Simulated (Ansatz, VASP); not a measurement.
**Ca5Ga6Si5O24: VASP beside Ansatz**

One calculation is typed for both programs; each brings its own data sets. How far apart do they land? Of the first pair: The structure shown is the start of the Ansatz relaxation below; VASP solves that cell, so the two are compared at the walk's first step.

Main program and level: Ansatz 0.2.0; plane waves, with VASP 6.6.1 beside it; single point at PBE.

### 1. Set-up

The cell holds 40 atoms: 5 Si, 6 Ga, 5 Ca and 24 O. Cell: a = 8.097 Å, b = 8.097 Å, c = 8.097 Å, α = 90.0°, β = 90.0°, γ = 90.0°.

### 2. Ansatz: relaxation, PBE

Ansatz runs on its default PAW (the set named soft_2) files.

The two programs are compared at the cell with which this relaxation starts, whose forces are those of its first step.

input.yaml

```yaml
crystal:
  lattice:
    - [8.0968356282, 0.0, 0.0]
    - [0.0, 8.0968356282, 0.0]
    - [0.0, 0.0, 8.0968356282]
  atoms:
    - { symbol: Si, position: [0.413224, 0.491785, 0.454227] }
    - { symbol: Si, position: [0.634056, 0.183956, 0.576069] }
    - { symbol: Si, position: [0.006952, 0.121982, 0.647379] }
    - { symbol: Si, position: [0.596491, 0.192316, 0.942678] }
    - { symbol: Si, position: [0.739221, 0.558829, 0.85944] }
    - { symbol: Ga, position: [0.286478, 0.839227, 0.071249] }
    - { symbol: Ga, position: [0.435442, 0.794277, 0.70153] }
    - { symbol: Ga, position: [0.105955, 0.4903, 0.223495] }
    - { symbol: Ga, position: [0.595589, 0.903208, 0.338884] }
    - { symbol: Ga, position: [0.190884, 0.192071, 0.960188] }
    - { symbol: Ga, position: [0.748565, 0.62279, 0.262376] }
    - { symbol: Ca, position: [0.903771, 0.876845, 0.000149] }
    - { symbol: Ca, position: [0.197928, 0.53437, 0.836882] }
    - { symbol: Ca, position: [0.900853, 0.185771, 0.277883] }
    - { symbol: Ca, position: [0.320685, 0.123546, 0.312717] }
    - { symbol: Ca, position: [0.000159, 0.718165, 0.528331] }
    - { symbol: O, position: [0.621238, 0.115708, 0.391946] }
    - { symbol: O, position: [0.405319, 0.213977, 0.993589] }
    - { symbol: O, position: [0.607473, 0.663895, 0.758306] }
    - { symbol: O, position: [0.498876, 0.34341, 0.554395] }
    - { symbol: O, position: [0.313429, 0.822057, 0.857659] }
    - { symbol: O, position: [0.084487, 0.33849, 0.061141] }
    - { symbol: O, position: [0.17619, 0.669249, 0.131657] }
    - { symbol: O, position: [0.92158, 0.504298, 0.309243] }
    - { symbol: O, position: [0.669839, 0.379578, 0.896393] }
    - { symbol: O, position: [0.13686, 0.227507, 0.75392] }
    - { symbol: O, position: [0.552547, 0.576459, 0.345493] }
    - { symbol: O, position: [0.474774, 0.892907, 0.518103] }
    - { symbol: O, position: [0.921911, 0.595076, 0.795647] }
    - { symbol: O, position: [0.836201, 0.231112, 0.587103] }
    - { symbol: O, position: [0.595643, 0.099167, 0.761961] }
    - { symbol: O, position: [0.320672, 0.617187, 0.578981] }
    - { symbol: O, position: [0.947302, 0.962799, 0.736579] }
    - { symbol: O, position: [0.266351, 0.41001, 0.34102] }
    - { symbol: O, position: [0.463115, 0.884688, 0.168604] }
    - { symbol: O, position: [0.79426, 0.828157, 0.343597] }
    - { symbol: O, position: [0.148017, 0.017103, 0.076982] }
    - { symbol: O, position: [0.095659, 0.07103, 0.478265] }
    - { symbol: O, position: [0.752745, 0.639894, 0.050984] }
    - { symbol: O, position: [0.725299, 0.107141, 0.066062] }
  symmetry: { detect: false }
kpoints:
  mp_grid: { grid: [2, 2, 2] }
scf:
  occupations: { method: fermi_dirac, width: 0.05 }
hamiltonian:
  xc: pbe
output:
  forces: true
  stress: true
relax:
  f_tol: 0.04
  max_steps: 160
  escape_saddle: false
  cell: { stress_tol: 0.4, fix: [] }
```

The run is started by

```console
> ansatz run input.yaml --threads 4 --pin off --max-ram 10240MiB --backend cpu --events-out ev --progress --plain --runs-dir out
```

Numbers of over 12 decimals in the logs are rounded to 6 here.

What it wrote:

```text
Engine: ansatz 0.2.0, x86_64-unknown-linux-gnu
Pseudopotentials: kind: paw
Pseudopotential: Si, paw, valence charge 4, recommended cutoff 420 eV (normal), Si.paw.azcp
Pseudopotential: Ga, paw, valence charge 13, recommended cutoff 420 eV (normal), Ga.paw.azcp
Pseudopotential: Ca, paw, valence charge 10, recommended cutoff 420 eV (normal), Ca.paw.azcp
Pseudopotential: O, paw, valence charge 6, recommended cutoff 420 eV (normal), O.paw.azcp
Functional definition: PBE
  parameter kappa = 0.804
  parameter beta = 0.066725
  exchange = pbe_x(kappa = kappa, mu = beta*pi^2/3)
  correlation = pbe_c(beta = beta)
Crystal: 40 atoms, lattice volume = 530.818 Å³
Basis set: ecut = 420 eV, 10395 PW (Γ), exchange–correlation on 120×120×120 points (8 copies of the dense FFT grid, shifted against one another)
Bands: 186, of which v1, the nominal top of the filled ones, is band 146 counted from 1 (145 counted from 0)
Symmetry: 1 space group operations
k-points: 8
Non-local potential: Si, projectors of the file, l = 0: 2, l = 1: 2, l = 2: 2
Non-local potential: Ga, projectors of the file, l = 0: 2, l = 1: 2, l = 2: 3, l = 3: 1
Non-local potential: Ca, projectors of the file, l = 0: 3, l = 1: 2, l = 2: 2
Non-local potential: O, projectors of the file, l = 0: 2, l = 1: 2, l = 2: 1
PAW form: soft (Blöchl's): semilocal exchange-correlation on the pseudo side does not see the compensation charge
PAW one-centre angular grid: Si, 110 points (default); XC on 64 Gauss nodes
PAW one-centre angular grid: Ga, 590 points (default); XC on 64 Gauss nodes
PAW one-centre angular grid: Ca, 110 points (default); XC on 64 Gauss nodes
PAW one-centre angular grid: O, 110 points (default); XC on 64 Gauss nodes
Initial density: superposition of atomic densities (neutral atoms: chi_scale 0, normalization atom), corrected by the library's trained network
Initial wavefunctions: pseudopotential atomic-orbital guess
Functional: x = pbe(κ = 0.804, μ = 0.219515), c = pbe(β = 0.066725)
SCF iter   1: F=—  HF=-48611.569516 eV  |F-HF|=—  |Δ(HF+E_count)|=         —  Δρ=2.09e-3  dr2=2.10e-2  ethr=1.77e-3  ⟨swp⟩=7.9  Hψ=7332  notcnv=0  defer=108
preconditioner: auto → Resta (q_TF=auto, 2.470 Å⁻¹)  ε∞=3.8  [insulator: Δε(μ)=3.314 eV  Ē_g=16.116 eV  σ=0.050 eV  W_gap=1.00  n_scr=146 (ndim 8)  ℏωp=27.1 eV  f_vac=0.122  D(μ)=0.00/eV (n_scr^D=0)  ε∞_Penn≈3.8]
SCF iter   2: F=—  HF=-48611.574942 eV  |F-HF|=—  |Δ(HF+E_count)|=   5.43e-3  Δρ=1.06e-3  dr2=4.85e-3  ethr=7.18e-6  ⟨swp⟩=2.0  Hψ=2810  notcnv=0  defer=162
SCF iter   3: F=—  HF=-48611.576610 eV  |F-HF|=—  |Δ(HF+E_count)|=   1.67e-3  Δρ=4.73e-4  dr2=1.47e-3  ethr=1.66e-6  ⟨swp⟩=2.0  Hψ=1788  notcnv=0  defer=162
SCF iter   4: F=—  HF=-48611.577213 eV  |F-HF|=—  |Δ(HF+E_count)|=   6.03e-4  Δρ=1.67e-4  dr2=1.68e-4  ethr=5.04e-7  ⟨swp⟩=2.0  Hψ=2055  notcnv=0  defer=162
SCF iter   5: F=—  HF=-48611.577214 eV  |F-HF|=—  |Δ(HF+E_count)|=   1.54e-6  Δρ=7.79e-5  dr2=3.74e-5  ethr=5.76e-8  ⟨swp⟩=2.0  Hψ=2113  notcnv=0  defer=162
SCF iter   6: F=—  HF=-48611.576884 eV  |F-HF|=—  |Δ(HF+E_count)|=   3.30e-4  Δρ=4.46e-5  dr2=9.78e-6  ethr=1.28e-8  ⟨swp⟩=2.0  Hψ=2337  notcnv=0  defer=173
SCF iter   7: F=—  HF=-48611.576885 eV  |F-HF|=—  |Δ(HF+E_count)|=   1.11e-6  Δρ=1.00e-5  dr2=6.82e-7  ethr=3.35e-9  ⟨swp⟩=2.0  Hψ=2220  notcnv=0  defer=173
SCF iter   8: F=—  HF=-48611.576886 eV  |F-HF|=—  |Δ(HF+E_count)|=   7.70e-7  Δρ=9.03e-6  dr2=3.57e-7  ethr=2.33e-10  ⟨swp⟩=2.0  Hψ=2333  notcnv=0  defer=177
SCF iter   9: F=-48611.576886 eV  HF=-48611.576886 eV  |F-HF|=1.82e-8  |Δ(HF+E_count)|=   1.17e-8  Δρ=1.56e-6  dr2=1.63e-8  ethr=3.42e-11  ⟨swp⟩=3.0  Hψ=4898  notcnv=0
SCF 1 converged in 9 iterations: F = -48611.576886 eV  dr2 = 1.63e-8
  greatest PAW one-centre occupation: 0.997 electrons in one spin orbital (limit 2), on the Ga atom at site 9 (counted from 0), in its partial waves of l = 2
relax step   1: F+E_penalty+E_count = -48611.57688627 eV  Δ(F+E_penalty+E_count) = +0.000e0 eV  max|allowed force component| = 4.295e0 eV/Å  Δτ_max = 0.0000 Å  P = +13.972 GPa  Ω = 530.818 Å³  (9 SCF iters, dr2 threshold 1.00e-7 eV, accepted)
Crystal: 40 atoms, lattice volume = 548.938 Å³
Basis set: ecut = 420 eV, 10775 PW (Γ), exchange–correlation on 120×120×120 points (8 copies of the dense FFT grid, shifted against one another)
Initial density: handed on by an earlier stage of this run
Initial wavefunctions: those handed on with the density
iter 1 solved again at ethr=3.53e-4 eV; its pass at ethr=3.10e-3 eV (dr2=1.03e0 eV) is discarded
SCF iter   1: F=—  HF=-48615.994059 eV  |F-HF|=—  |Δ(HF+E_count)|=         —  Δρ=1.50e-2  dr2=1.02e0  ethr=3.53e-4  ⟨swp⟩=4.5  Hψ=7443  notcnv=0
preconditioner: auto → Resta (q_TF=auto, 2.456 Å⁻¹)  ε∞=3.8  [insulator: Δε(μ)=3.412 eV  Ē_g=15.989 eV  σ=0.050 eV  W_gap=1.00  n_scr=146 (ndim 8)  ℏωp=26.6 eV  f_vac=0.135  D(μ)=0.00/eV (n_scr^D=0)  ε∞_Penn≈3.8]
[...]
iter 1 solved again at ethr=2.95e-7 eV; its pass at ethr=3.10e-3 eV (dr2=8.61e-4 eV) is discarded
SCF iter   1: F=—  HF=-48619.894225 eV  |F-HF|=—  |Δ(HF+E_count)|=         —  Δρ=2.03e-4  dr2=1.18e-5  ethr=2.95e-7  ⟨swp⟩=6.4  Hψ=11601  notcnv=0
[...]
SCF converged after 4 iterations
Free energy (F): -48619.899507 eV
Harris-Foulkes:  -48619.899507 eV  (|F-HF|=3.70e-8)
Internal energy: -48619.899507 eV  (E = F + TS)
E sigma→0 (E₀):  -48619.899507 eV
Fermi energy:    6.360197 eV
--- Per-component energies (eV) ---
  E_band       = -1545.032870
  E_kinetic    = 6546.698464
  E_local      = -28239.982240  (includes V_loc(G=0)·N_el)
  E_nonlocal   = 4181.316748
  E_hartree    = 11711.180992
  E_xc         = -3152.144755
  E_vxc        = -3705.404974  (∫ρ·V_xc dr)
  E_paw        = -22639.175123  (= ΣΔE_a)
  E_vpaw       = -3750.073646  (= ΣTr[D̂ρ^β])
  E_aug_tail   = 0.059000  (compensation charges beyond the density's cutoff)
  E_ewald      = -17027.852593
  E_smearing   = -0.000000  (= −TS)
  E_closure    = 0.000000  (closes the sum)
  Σ components = -48619.899507   (vs F -48619.899507, Δ=0.00e0)
--- Forces (eV/Å), atoms counted from 1 ---
  atom   1  Si    -0.00228234     0.01607365     0.01256143
  atom   2  Si     0.00679484    -0.00437210    -0.00269899
  atom   3  Si    -0.00655994     0.00679627     0.00067257
  atom   4  Si     0.00004157     0.00315930     0.01356779
  atom   5  Si    -0.00760640    -0.00606666    -0.00309312
  atom   6  Ga    -0.01201588     0.01320742     0.01215860
  atom   7  Ga    -0.00841823    -0.00880805    -0.00468836
  atom   8  Ga    -0.00323914    -0.00427077    -0.01768521
  atom   9  Ga     0.02567112    -0.00557980    -0.00503817
  atom  10  Ga     0.00156648    -0.00488415     0.01325284
  atom  11  Ga     0.00390587     0.01275882     0.00845271
  atom  12  Ca     0.00247332    -0.00324624     0.00096302
  atom  13  Ca     0.00286361     0.00083089     0.00619709
  atom  14  Ca     0.00155078     0.00235588    -0.00753537
  atom  15  Ca     0.00229203     0.00239354    -0.00976760
  atom  16  Ca     0.00404403     0.00387755     0.01031550
  atom  17  O     -0.00165004    -0.01157200     0.00360816
  atom  18  O      0.00123310    -0.00099150     0.00034826
  atom  19  O      0.00863754    -0.00481477     0.00875387
  atom  20  O      0.00169107     0.00114376    -0.00468709
  atom  21  O     -0.00326797    -0.00178406    -0.01010463
  atom  22  O     -0.00578690     0.01662785     0.00575138
  atom  23  O     -0.00489282    -0.01420256    -0.01236572
  atom  24  O     -0.01045300    -0.00695048    -0.00635554
[...]
atom  33  O     -0.00383112    -0.01065164    -0.00062676
  atom  34  O      0.00479194    -0.00856220    -0.00094709
  atom  35  O      0.00263930     0.00203996     0.00396071
  atom  36  O     -0.00742308    -0.00282929     0.00395418
  atom  37  O     -0.00151514    -0.00074656    -0.00402660
  atom  38  O     -0.00124532    -0.00162355     0.00785462
  atom  39  O      0.00268210     0.00786522    -0.00284941
  atom  40  O      0.00097450     0.00304737     0.00287803
  max |Σ_I F_I| component: 2.77e-5 eV/Å
--- Stress (GPa, compression-positive) ---
       -0.014385      -0.036833       0.019029
       -0.036834       0.076899       0.008715
        0.019028       0.008716      -0.006420
  P = ⅓ Tr σ = 0.0187 GPa (0.187 kbar)
--- Relaxed structure (23 steps of the walk, 22 accepted, 2 SCFs on fresh bases) ---
  F+E_penalty+E_count = -48619.89950712 eV   max|allowed force component| = 2.567e-2 eV/Å   (the final SCF, on the basis selected at the relaxed cell)
  cell:  # Å, volume = 551.1030 Å³
    - [7.896581, -0.238380, 0.232453]
    - [-0.238380, 8.719960, 0.113350]
    - [0.232453, 0.113350, 8.018602]
  atoms:
    - { symbol: Si, position: [0.433376, 0.475058, 0.463058] }
    - { symbol: Si, position: [0.661361, 0.192161, 0.573807] }
    - { symbol: Si, position: [0.022824, 0.123144, 0.630613] }
    - { symbol: Si, position: [0.607390, 0.236722, 0.929403] }
    - { symbol: Si, position: [0.749014, 0.589300, 0.839135] }
    - { symbol: Ga, position: [0.251981, 0.832343, 0.095834] }
    - { symbol: Ga, position: [0.415932, 0.744807, 0.723443] }
    - { symbol: Ga, position: [0.123390, 0.487500, 0.238009] }
    - { symbol: Ga, position: [0.562909, 0.849802, 0.367666] }
    - { symbol: Ga, position: [0.204726, 0.183696, 0.963675] }
    - { symbol: Ga, position: [0.777574, 0.607654, 0.248454] }
    - { symbol: Ca, position: [0.813557, 0.912009, -0.032150] }
    - { symbol: Ca, position: [0.118496, 0.494722, 0.810761] }
    - { symbol: Ca, position: [0.903493, 0.184759, 0.258623] }
    - { symbol: Ca, position: [0.368623, 0.131563, 0.322271] }
    - { symbol: Ca, position: [0.017355, 0.802378, 0.504213] }
    - { symbol: O, position: [0.645979, 0.076803, 0.418403] }
    - { symbol: O, position: [0.423273, 0.223421, 1.035082] }
    - { symbol: O, position: [0.625809, 0.732086, 0.809516] }
    - { symbol: O, position: [0.554508, 0.335216, 0.507536] }
    - { symbol: O, position: [0.251758, 0.729231, 0.896412] }
    - { symbol: O, position: [0.104709, 0.354984, 0.058325] }
    - { symbol: O, position: [0.144840, 0.696960, 0.257998] }
    - { symbol: O, position: [0.896502, 0.447428, 0.316606] }
    - { symbol: O, position: [0.651075, 0.417794, 0.868127] }
    - { symbol: O, position: [0.154871, 0.225812, 0.742987] }
    - { symbol: O, position: [0.547691, 0.602075, 0.342430] }
    - { symbol: O, position: [0.394423, 0.865656, 0.538128] }
    - { symbol: O, position: [0.902191, 0.598892, 0.695360] }
    - { symbol: O, position: [0.864074, 0.237348, 0.592246] }
    - { symbol: O, position: [0.578836, 0.134957, 0.758203] }
    - { symbol: O, position: [0.353087, 0.549044, 0.631455] }
    - { symbol: O, position: [0.951772, 0.963678, 0.722031] }
    - { symbol: O, position: [0.283456, 0.390312, 0.360260] }
    - { symbol: O, position: [0.454481, 0.911443, 0.177074] }
    - { symbol: O, position: [0.794278, 0.813357, 0.315936] }
    - { symbol: O, position: [0.112641, 0.0079963, 0.077069] }
    - { symbol: O, position: [0.099691, 0.080879, 0.444336] }
    - { symbol: O, position: [0.831676, 0.637089, 0.017767] }
    - { symbol: O, position: [0.752421, 0.160261, 0.031005] }
```

### 3. VASP: single point, PBE, start cell, pair 1

The same cell, functional, mesh and smearing now go to VASP, with its own data sets.

Lines of VASP's logs that name or quote its potential files are left out, and so is its time.

INCAR

```
SYSTEM = Ca5Ga6Si5O24
PREC = Accurate
ENCUT = 520
EDIFF = 1E-06
NELM = 120
ISMEAR = -1
SIGMA = 0.05
LREAL = Auto
ALGO = Normal
GGA = PE
NBANDS = 176
LORBIT = 11
LWAVE = .FALSE.
LCHARG = .FALSE.
ISIF = 2
LASPH = .TRUE.
GGA_COMPAT = .FALSE.
EFERMI = MIDGAP
KPAR = 4
```

POSCAR

```
Ca5Ga6Si5O24
1.0
    8.0968360000      0.0000000000      0.0000000000
    0.0000000000      8.0968360000      0.0000000000
    0.0000000000      0.0000000000      8.0968360000
Si Ga Ca O
5 6 5 24
Direct
    0.4132240050      0.4917849392      0.4542269351
    0.6340559448      0.1839559304      0.5760689731
    0.0069519748      0.1219819693      0.6473789268
    0.5964910244      0.1923159861      0.9426779794
    0.7392209747      0.5588290290      0.8594399096
    0.2864779526      0.8392269524      0.0712489422
    0.4354419430      0.7942769250      0.7015299557
    0.1059549681      0.4903000382      0.2234949553
    0.5955889436      0.9032079938      0.3388839789
    0.1908839453      0.1920709522      0.9601879055
    0.7485649950      0.6227899392      0.2623759454
    0.9037709298      0.8768449799      0.0001489471
    0.1979279314      0.5343699687      0.8368819623
    0.9008529999      0.1857709604      0.2778829903
    0.3206850182      0.1235460370      0.3127169675
    0.0001589510      0.7181649721      0.5283309431
    0.6212379749      0.1157080371      0.3919459404
    0.4053189419      0.2139770399      0.9935889772
    0.6074729685      0.6638950079      0.7583059605
    0.4988759807      0.3434099443      0.5543949513
    0.3134289740      0.8220569121      0.8576589670
    0.0844869527      0.3384899978      0.0611410432
    0.1761899339      0.6692489511      0.1316569830
    0.9215799851      0.5042979752      0.3092430179
    0.6698389346      0.3795780228      0.8963929861
    0.1368600031      0.2275070163      0.7539199263
    0.5525469455      0.5764590020      0.3454929802
    0.4747739734      0.8929069330      0.5181029973
    0.9219109786      0.5950760272      0.7956469663
    0.8362009555      0.2311120047      0.5871029128
    0.5956429153      0.0991670080      0.7619609685
    0.3206719267      0.6171870098      0.5789809748
    0.9473020078      0.9627989254      0.7365789550
    0.2663509549      0.4100100335      0.3410199984
    0.4631149748      0.8846879201      0.1686040078
    0.7942600048      0.8281569492      0.3435969309
    0.1480169538      0.0171029770      0.0769820458
    0.0956589710      0.0710299678      0.4782649667
    0.7527450229      0.6398940277      0.0509839893
    0.7252989933      0.1071409869      0.0660619778
```

KPOINTS

```
Automatic mesh
0
Gamma
2 2 2
0 0 0
```

PAW data sets: Si, Ga_d, Ca_sv and O (PBE family, release 64).

The run is started by

```console
> mpirun -np 4 vasp_std
```

What it wrote:

```text
[banner, memory and clock lines left out]
running    4 mpi-ranks, on    1 nodes
[...]
LDA part: xc-table for (Slater+PW92), standard interpolation
 POSCAR, INCAR and KPOINTS ok, starting setup
[...]
entering main loop
       N       E                     dE             d eps       ncg     rms          rms(c)
DAV:   1     0.505870342394E+04    0.50587E+04   -0.12345E+05  3040   0.219E+03
DAV:   2     0.100763256356E+04   -0.40511E+04   -0.38144E+04  2984   0.701E+02
DAV:   3    -0.168822898268E+03   -0.11765E+04   -0.11180E+04  3704   0.279E+02
DAV:   4    -0.298711564904E+03   -0.12989E+03   -0.12849E+03  3656   0.104E+02
[...]
DAV:  17    -0.264468504339E+03   -0.72463E-05   -0.71862E-05  4240   0.501E-02    0.857E-03
DAV:  18    -0.264468506094E+03   -0.17547E-05   -0.24955E-05  3768   0.219E-02    0.528E-03
DAV:  19    -0.264468506499E+03   -0.40484E-06   -0.43599E-06  2584   0.148E-02
   1 F= -.26446851E+03 E0= -.26446851E+03  d E =-.157865E-13
```

OUTCAR, selected parts (step 3):

```text
  Total       43.4992172     49.1221306     47.1315688      0.7837527      1.7958348     -7.5249082
  in kB      131.2943373    148.2660608    142.2579183      2.3656125      5.4203951    -22.7125430
  external PRESSURE =     140.6061055 kB  Pullay stress =       0.0000000 kB

 POSITION                                       TOTAL-FORCE (eV/Angst)
 -----------------------------------------------------------------------------------
      3.34581      3.98190      3.67780         0.151538      0.260870     -0.015172
      5.13385      1.48946      4.66434        -0.222208      1.469491      2.535191
      0.05629      0.98767      5.24172        -0.684977      0.504284     -0.852494
      4.82969      1.55715      7.63271         1.019868      1.167965     -0.894905
      5.98535      4.52475      6.95874        -0.871290      1.137774      1.736741
      2.31956      6.79508      0.57689         0.018088      0.429291     -0.661449
      3.52570      6.43113      5.68017         3.748255     -0.797533     -3.490767
      0.85790      3.96988      1.80960         2.787483     -0.401814     -2.789953
      4.82239      7.31313      2.74389        -1.538600     -0.921879     -0.097817
      1.54556      1.55517      7.77448         1.384767     -2.025484     -2.073763
      6.06101      5.04263      2.12442        -1.564174     -0.646910      0.127730
      7.31769      7.09967      0.00121        -0.539030      0.126128     -1.023891
      1.60259      4.32671      6.77610        -0.464900     -0.266770      0.420551
      7.29406      1.50416      2.24997        -0.717926     -0.010827      0.102510
[...]
-----------------------------------------------------------------------------------
    total drift:                                0.024987     -0.020540     -0.024399

  FREE ENERGIE OF THE ION-ELECTRON SYSTEM (eV)
  ---------------------------------------------------
  free  energy   TOTEN  =      -264.4685064988 eV

  energy  without entropy=     -264.4685064988  energy(sigma->0) =     -264.46850650

[... 3 further parts left out ...]
[key lines of the parts left out:]
E-fermi :   4.1286
```

The run ends at a pressure of 14.06 GPa, with forces up to 5.2 eV/Å.

### 4. Side by side

Known differences besides the potentials themselves: the cutoff is 420 eV in Ansatz and 520 eV in VASP (PREC = Accurate, projectors in real space). Total energies have different zeros and are not compared.

Forces on 8 of the 40 atoms, those with the largest forces and the largest differences (eV/Å; atoms numbered as in POSCAR):

| atom | Ansatz x, y, z | VASP x, y, z |
| --- | --- | --- |
| Ga7 | 3.788, -0.852, -3.551 | 3.748, -0.798, -3.491 |
| Ga8 | 2.821, -0.428, -2.822 | 2.787, -0.402, -2.790 |
| O21 | -3.954, -0.189, 1.947 | -3.888, -0.188, 1.894 |
| O22 | -2.441, 2.666, 1.740 | -2.403, 2.612, 1.709 |
| O24 | -2.600, -1.401, 4.295 | -2.548, -1.384, 4.252 |
| O33 | -0.560, -2.460, 1.263 | -0.593, -2.525, 1.294 |
| O36 | 3.884, -0.487, 0.120 | 3.865, -0.450, 0.124 |
| O37 | -2.186, -1.400, 2.525 | -2.183, -1.371, 2.511 |

The forces differ by 29 meV/Å r.m.s., which is 2.0 % of the r.m.s. force of 1.491 eV/Å (both taken over all components).

(Part 1 of 2 ends here.)

[Lines on the potential files, build, host, timing and source positions are cut from VASP's logs without a mark.]

[Logs are printed without paths, hosts, clocks, repeated set-up lines and the standing remarks that a program may print on its own settings, such as how far it seeks lower states.]

[Hosts, paths, dates, database ids (printed as entryN), source tags and the programs' standing remarks are cut or masked in the printed files.]
